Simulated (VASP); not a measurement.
# Lattice of LiH across functionals and dispersion corrections, part 2 of 2

Aim: relax LiH at several levels and hold each cell against experiment. LASPH is on for some levels and off for others; the table marks which. The start is a cell from a database of measured crystal structures.

VASP 6.6.1, plane waves and PAW; the level of theory is named at each step.

So far. Step 2 (Relaxation with PBE): It ends with forces that vanish by symmetry and a pressure of 0.07 GPa. The volume lies -5.6 % from that of the database's start, part of which can be the thermal and zero-point expansion of its experiment. The conventional cell has a = 3.997 Å. Against its usual tendency, PBE gives a cell smaller than the listed one. Step 3 (Relaxation with LDA): It ends at 7.468 Å³/atom, -11.6 % from the start, with 0.05 GPa left. The conventional cell has a = 3.909 Å.

The database entry behind the starting cell differs from later determinations by our own check (the deuteride, about 0.2 % short), so it need not match the best structure at ambient conditions.

### 4. Relaxation with r2SCAN

This step: r2SCAN; plane waves and PAW (Li_sv, H) (VASP 6.6.1).

r2SCAN adds the kinetic-energy density, costs more than a GGA and is run with LASPH.

File INCAR:

```
SYSTEM = LiH
PREC = Accurate
ENCUT = 700
EDIFF = 1E-06
NELM = 100
ISMEAR = -1
SIGMA = 0.05
LREAL = .FALSE.
ALGO = Normal
METAGGA = R2SCAN
LASPH = .TRUE.
NBANDS = 8
LORBIT = 11
LWAVE = .FALSE.
LCHARG = .FALSE.
KPAR = 2
IBRION = 2
NSW = 60
ISIF = 3
EDIFFG = -0.01
```

File POSCAR:

```
LiH
1.0
    0.0000000000      2.0367500000      2.0367500000
    2.0367500000      0.0000000000      2.0367500000
    2.0367500000      2.0367500000      0.0000000000
Li H
1 1
Direct
    0.0000000000      0.0000000000      0.0000000000
    0.5000000000      0.5000000000      0.5000000000
```

File KPOINTS:

```
Automatic mesh
0
Gamma
8 8 8
0 0 0
```

PAW data sets: Li_sv and H (PBE family, release 64).

Run with:

```bash
$ mpirun -np 2 vasp_std
```

The program printed:

```text
[banner, memory and clock lines left out]
running    2 mpi-ranks, on    1 nodes
[...]
[... a notice as in an earlier step ...]

 LDA part: xc-table for (None), standard interpolation
 POSCAR, INCAR and KPOINTS ok, starting setup
[...]
entering main loop
       N       E                     dE             d eps       ncg     rms          rms(c)
DAV:   1    -0.256819215341E+01   -0.25682E+01   -0.17603E+03   464   0.552E+02
DAV:   2    -0.733996503803E+01   -0.47718E+01   -0.47718E+01   672   0.563E+01
DAV:   3    -0.739571520363E+01   -0.55750E-01   -0.55750E-01   576   0.644E+00
DAV:   4    -0.739600124049E+01   -0.28604E-03   -0.28604E-03   752   0.404E-01
[...]
DAV:  10    -0.681510948527E+01    0.11017E-04   -0.64954E-05   584   0.680E-02    0.337E-03
DAV:  11    -0.681511237441E+01   -0.28891E-05   -0.20056E-06   696   0.141E-02    0.544E-04
DAV:  12    -0.681511312498E+01   -0.75057E-06   -0.63641E-08   424   0.221E-03
   1 F= -.68151131E+01 E0= -.68151131E+01  d E =-.681511E+01
[... from here on, the cycles between the ionic steps are left out ...]
   2 F= -.68177721E+01 E0= -.68177721E+01  d E =-.265901E-02
   3 F= -.68196689E+01 E0= -.68196689E+01  d E =-.455582E-02
   4 F= -.68198998E+01 E0= -.68198998E+01  d E =-.478669E-02
   5 F= -.68203144E+01 E0= -.68203144E+01  d E =-.520126E-02
[...]
reached required accuracy - stopping structural energy minimisation
```

It took 59 s on 2 MPI ranks of AMD EPYC 9R14 (Zen 4), shared host; peak memory 0.25 GiB.

OUTCAR, selected parts (step 4):

```text
  Total        0.0023541      0.0023541      0.0023541     -0.0000000     -0.0000000     -0.0000000
  in kB        0.2359985      0.2359985      0.2359985     -0.0000000     -0.0000000     -0.0000000
  external PRESSURE =       0.2359985 kB  Pullay stress =       0.0000000 kB

 POSITION                                       TOTAL-FORCE (eV/Angst)
 -----------------------------------------------------------------------------------
      0.00000      0.00000      0.00000        -0.000000     -0.000000     -0.000000
      1.99925      1.99925      1.99925         0.000000      0.000000      0.000000
 -----------------------------------------------------------------------------------
    total drift:                                0.000000      0.000000      0.000000

  FREE ENERGIE OF THE ION-ELECTRON SYSTEM (eV)
  ---------------------------------------------------
  free  energy   TOTEN  =        -6.8203143835 eV

  energy  without entropy=       -6.8203143835  energy(sigma->0) =       -6.82031438

[... 2 parts as in an earlier step ...]

[... 2 further parts left out ...]
[key lines of the parts left out:]
E-fermi :   0.9895
```

The PAW data sets were made with PBE, which is usual practice but a small mismatch for other functionals.

The steps of the relaxation:

```tsv
step	energy less that of the first step (eV)	largest force (eV/Å)	pressure (GPa)	volume (Å³)
1	0.0000	0.0000	-1.96	16.90
2	-0.0027	0.0000	-1.36	16.65
3	-0.0046	0.0000	-0.62	16.34
4	-0.0048	0.0000	0.46	15.73
5	-0.0052	0.0000	0.02	15.98
```

```tsv
conventional cell, symmetrised	before	after	change
a (Å)	4.074	3.998	-1.8 %
b (Å)	4.074	3.998	-1.8 %
c (Å)	4.074	3.998	-1.8 %
volume (Å³/atom)	8.45	7.99	-5.4 %
```

Final coordinates:

```xyz
2
Lattice="0.0000 1.9992 1.9992 1.9992 0.0000 1.9992 1.9992 1.9992 0.0000" Properties=species:S:1:pos:R:3 pbc="T T T"
Li    0.0000    0.0000    0.0000
H     1.9992    1.9992    1.9992
```

It ends at 7.991 Å³/atom, -5.4 % from the start, with 0.02 GPa left. The conventional cell has a = 3.998 Å.

### 5. Relaxation with PBE + D3(BJ)

This step: PBE with D3(BJ); plane waves and PAW (Li_sv, H) (VASP 6.6.1).

A dispersion term adds the long-range attraction that semilocal functionals lack. D3 with Becke-Johnson damping keeps a finite attraction at short range.

Edit INCAR of step 4 so:

```diff
@@ -9,4 +9,4 @@
 ALGO = Normal
-METAGGA = R2SCAN
-LASPH = .TRUE.
+GGA = PE
+IVDW = 12
 NBANDS = 8
```

POSCAR is that of step 4.

KPOINTS is that of step 4.

Run with:

```bash
$ mpirun -np 2 vasp_std
```

The program printed:

```text
[... set-up lines as in an earlier step ...]
 entering main loop
       N       E                     dE             d eps       ncg     rms          rms(c)
[... 11 cycles as in an earlier step ...]
   1 F= -.64381505E+01 E0= -.64381505E+01  d E =-.643815E+01
[...]
2 F= -.64557154E+01 E0= -.64557154E+01  d E =-.175648E-01
[...]
3 F= -.64775477E+01 E0= -.64775477E+01  d E =-.393972E-01
[...]
4 F= -.64792010E+01 E0= -.64792010E+01  d E =-.410505E-01
[...]
reached required accuracy - stopping structural energy minimisation
```

Run time: 9 s. Hardware: 2 MPI ranks; peak memory 0.26 GiB.

From OUTCAR (step 5):

```text
 Edisp (eV)   -0.35815

 Edisp (eV)   -0.37047

  Total       0.01119     0.01119     0.01119    -0.00000     0.00000    -0.00000
  in kB       1.23865     1.23865     1.23865    -0.00000     0.00000    -0.00000
  external pressure =        1.24 kB  Pullay stress =        0.00 kB

 POSITION                                       TOTAL-FORCE (eV/Angst)
 -----------------------------------------------------------------------------------
      1.93432      0.00000      1.93432        -0.000000      0.000000      0.000000
      1.93432      1.93432      1.93432         0.000000     -0.000000     -0.000000
 -----------------------------------------------------------------------------------
    total drift:                                0.000000      0.000000      0.000000

  FREE ENERGIE OF THE ION-ELECTRON SYSTEM (eV)
  ---------------------------------------------------
  free  energy   TOTEN  =        -6.4792010296 eV

  energy  without entropy=       -6.4792010296  energy(sigma->0) =       -6.47920103

[... 2 parts as in an earlier step ...]

[... 2 further parts left out ...]
[key lines of the parts left out:]
E-fermi :   1.5836
```

The steps of the relaxation:

```tsv
step	energy less that of the first step (eV)	largest force (eV/Å)	pressure (GPa)	volume (Å³)
1	0.0000	0.0000	-4.95	16.90
2	-0.0176	0.0000	-3.96	16.27
3	-0.0394	0.0000	-1.19	14.96
4	-0.0410	0.0000	0.12	14.47
```

```tsv
conventional cell, symmetrised	before	after	change
a (Å)	4.074	3.869	-5.0 %
b (Å)	4.074	3.869	-5.0 %
c (Å)	4.074	3.869	-5.0 %
volume (Å³/atom)	8.45	7.24	-14.3 %
```

The relaxed structure:

```
Li H
1.0
     0.00000    1.93432    1.93432
     1.93432    0.00000    1.93432
     1.93432    1.93432    0.00000
Li H
1 1
Direct
  0.00000 0.00000 0.00000
  0.50000 0.50000 0.50000
```

It ends at 7.237 Å³/atom, -14.3 % from the start, with 0.12 GPa left. The conventional cell has a = 3.869 Å. That is more than most functionals err by. Against plain PBE, the dispersion term moves a by -3.2 %.

### 6. The cells as a table

This step: relaxed cells at several levels; plane waves and PAW (VASP 6.6.1).

Derived from the runs above.

Lengths are those of the conventional cell; cost is the wall time of each run, as given at its step, times its ranks, without the set-up around it; LASPH differs between rows, which moves results and costs too. Results by level, by row:

```tsv
level	volume (Å³/atom)	change from the start (%)	a (Å)	cost (core minutes)	LASPH
PBE	7.98	-5.6	3.997	0.24	off
LDA	7.47	-11.6	3.909	0.253	off
r2SCAN	7.99	-5.4	3.998	1.97	on
PBE + D3(BJ)	7.24	-14.3	3.869	0.3	off
```

### 7. Outcome

| Property | Result |
| --- | --- |
| volume, PBE | 7.980 Å³/atom |
| volume, LDA | 7.468 Å³/atom |
| volume, r2SCAN | 7.991 Å³/atom |
| volume, PBE + D3(BJ) | 7.237 Å³/atom |

**Reading.** For LiH the levels give volumes between 7.237 Å³/atom (PBE + D3(BJ)) and 7.991 Å³/atom (r2SCAN), a spread of 10.4 %, while the cost of the finished runs spans a factor of 8.2. Against the volume of the start, a cell from experiment, r2SCAN comes nearest (-5.4 %) and PBE + D3(BJ) lies farthest (-14.3 %); thermal expansion is in that cell alone. The costs hold the number of ionic steps as well as the price of the functional. Adding D3(BJ) to PBE changes the volume by -9.3 % (a by -3.2 %). Within 0.02 Å all end in space group Fm-3m; the runs can't lower the symmetry of the start. LASPH is on for some levels and off for others, so differences between them are not the functional's alone. Each is a single relaxation on the plane waves of the start cell, so larger changes of volume carry a basis-set error that was not tested here. Zero-point and thermal expansion are not included.

[Lines on the potential files, build, host, timing and source positions are cut from VASP's logs without a mark.]

[Logs are printed without paths, hosts, clocks, repeated set-up lines and the standing remarks that a program may print on its own settings, such as how far it seeks lower states.]

[Hosts, paths, dates, database ids (printed as entryN), source tags and the programs' standing remarks are cut or masked in the printed files.]

[A measured line is paired with the nearest computed mode of its activity, which favours agreement.]

[In band tables of VASP the shares of atoms and orbitals are scaled to a sum of 1 inside the atoms' spheres.]
